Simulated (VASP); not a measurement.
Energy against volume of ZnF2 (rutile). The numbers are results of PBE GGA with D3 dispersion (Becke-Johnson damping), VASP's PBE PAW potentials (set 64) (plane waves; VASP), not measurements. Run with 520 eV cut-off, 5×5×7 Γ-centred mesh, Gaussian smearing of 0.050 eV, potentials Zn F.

Shape and ions are relaxed at each volume.

```json
[
 {"V (Å³/atom)": "11.307", "E (eV/atom)": "-3.98704"},
 {"V (Å³/atom)": "11.667", "E (eV/atom)": "-3.99979"},
 {"V (Å³/atom)": "12.028", "E (eV/atom)": "-4.00419"},
 {"V (Å³/atom)": "12.389", "E (eV/atom)": "-4.00159"}
]
```

Task: Fit these four points and predict the energy of the run at 12.750 Å³/atom.

Result: A cubic in V^(−2/3), the third-order Birch-Murnaghan form, passes through the four points with V0 = 12.06 Å³/atom and B0 = 102 GPa, and gives -3.9932 eV/atom there. The run gave -3.9933 eV/atom, -0.2 meV/atom from the fit; all five points give B0 = 101 GPa.

The compound is ZnF2 in the rutile structure. It was relaxed first.
